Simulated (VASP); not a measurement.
# BiTe: relaxation of cell and atoms with PBE

The system is BiTe.

```
Bi Te
1.0
     0.00000    3.23500    3.23500
     3.23500    0.00000    3.23500
     3.23500    3.23500    0.00000
Bi Te
1 1
Cartesian
  0.0000 0.0000 0.0000
  3.2350 3.2350 3.2350
```

- Program: VASP 6.6.1
- Task: relaxation of cell and atoms
- Functional: PBE
- Potentials or basis: VASP PAW PBE potentials, release 64 (Bi_d, Te)
- Cutoff: 600 eV
- k mesh: 5 × 5 × 5
- Occupations: fermi-dirac, width 0.05 eV
- Spin: no spin polarisation
- Further INCAR settings: ALGO = Normal; EDIFF = 1e-06; IBRION = 2; EDIFFG = -0.005; NSW = 40; ISIF = 3

- Relaxed volume: 34.29 Å³/atom
- Relaxed cell: a = 4.595 Å, b = 4.595 Å, c = 4.595 Å, α = 60.00°, β = 60.00°, γ = 60.00°
- Space group after relaxing (to 0.05 Å): Fm-3m (No. 225)
- Energy gained by relaxing: 0.9 meV/atom
- Ionic steps: 3
- Pressure after relaxing: 0.0 GPa
- Band gap on the k mesh: none (metal or under the smearing width)

The path:
| step | energy change (eV) | largest force (eV/Å) | pressure (GPa) | volume (Å³) |
| --- | --- | --- | --- | --- |
| 1 | 0.0000 | 0.0000 | 0.62 | 67.71 |
| 2 | -0.0013 | 0.0000 | -0.31 | 69.01 |
| 3 | -0.0017 | 0.0000 | -0.01 | 68.59 |

Final structure:
```cif
data_structure
_symmetry_space_group_name_H-M 'P 1'
_symmetry_Int_Tables_number 1
_cell_length_a 4.5947
_cell_length_b 4.5947
_cell_length_c 4.5947
_cell_angle_alpha 60.000
_cell_angle_beta 60.000
_cell_angle_gamma 60.000
_cell_volume 68.59
loop_
_atom_site_label
_atom_site_type_symbol
_atom_site_fract_x
_atom_site_fract_y
_atom_site_fract_z
_atom_site_occupancy
Bi1 Bi 0.00000 0.00000 0.00000 1
Te1 Te 0.50000 0.50000 0.50000 1
```

Levels at points of the mesh, in eV from the Fermi level:
| k point | band 8 | band 9 | band 10 | band 11 | band 12 | band 13 |
| --- | --- | --- | --- | --- | --- | --- |
| (0.00, 0.00, 0.00) | -2.61 | -2.61 | -2.61 | 2.04 | 2.04 | 2.04 |

Run time: 20 s on 1 thread of AMD EPYC 9R45 96-Core Processor (Zen 5), with other jobs on the host, peak memory 0.2 GiB.

Caveat: spin-orbit coupling is left out, which moves the levels of the heavy elements. Zero-point motion and thermal expansion aren't in these numbers.
